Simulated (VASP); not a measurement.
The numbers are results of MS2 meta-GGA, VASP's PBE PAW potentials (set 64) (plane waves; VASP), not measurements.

A VASP calculation is set up with these files.

**KPOINTS**
```
Automatic mesh
0
Gamma
6 6 6
0 0 0
```

### INCAR
```
! general
SYSTEM  = BaTiO3
PREC    = Accurate
ENCUT   = 520
LREAL   = .False.
LASPH   = .True.

! electronic loop
EDIFF   = 1E-7
NELM    = 100
ALGO    = Normal
LMAXMIX = 4
LMIXTAU = .True.

! smearing
ISMEAR  = 0
SIGMA   = 0.05

! functional
METAGGA = MS2

! ions
ISIF    = 2

! output
LWAVE   = .False.
LCHARG  = .False.
```

### POSCAR
```
BaTiO3
1
    4.0435454451     0.0000000000     0.0000000000
    0.0000000000     4.0435454451     0.0000000000
    0.0000000000     0.0000000000     4.0435454451
Ba Ti O
1 1 3
Direct
  0.0000000000   0.0000000000   0.0000000000
  0.5000000000   0.5000000000   0.5000000000
  0.5000000000   0.0000000000   0.5000000000
  0.0000000000   0.5000000000   0.5000000000
  0.5000000000   0.5000000000   0.0000000000
```

POTCAR, in this order: Ba_sv Ti_sv O (PBE.64 set). Program: vasp_std.

Unless said otherwise, spin-orbit coupling is left out, though it shifts the bands of the heavy elements here.

### Question
What does the run give for the energy per atom (σ→0), pressure, band gap (on the k-mesh)?

### Answer

The energy per atom (σ→0) comes out as -9.237 eV/atom. The band gap (on the k-mesh) comes out as 2.02 eV and the pressure comes out as -5.08 GPa.

### OSZICAR
```
...
DAV:  21    -0.461829496004E+02   -0.24058E-05   -0.15266E-06  1248   0.122E-02    0.143E-03
DAV:  22    -0.461829465154E+02    0.30850E-05   -0.89467E-07  1128   0.804E-03    0.748E-04
DAV:  23    -0.461829486873E+02   -0.21719E-05   -0.37114E-07  1208   0.425E-03    0.105E-03
DAV:  24    -0.461829499906E+02   -0.13033E-05   -0.25881E-08   488   0.155E-03    0.676E-04
DAV:  25    -0.461829513072E+02   -0.13165E-05   -0.17739E-08   480   0.112E-03    0.217E-04
DAV:  26    -0.461829518991E+02   -0.59194E-06   -0.10106E-08   480   0.983E-04    0.952E-05
DAV:  27    -0.461829518588E+02    0.40322E-07   -0.43362E-09   480   0.476E-04
   1 F= -.46182952E+02 E0= -.46182952E+02  d E =-.261969E-22
```

The compound is BaTiO3 in the cubic perovskite structure, the ideal cubic form; the compound distorts at low or room temperature. This cell is one point of a volume scan, at 1.03 of the reference volume.
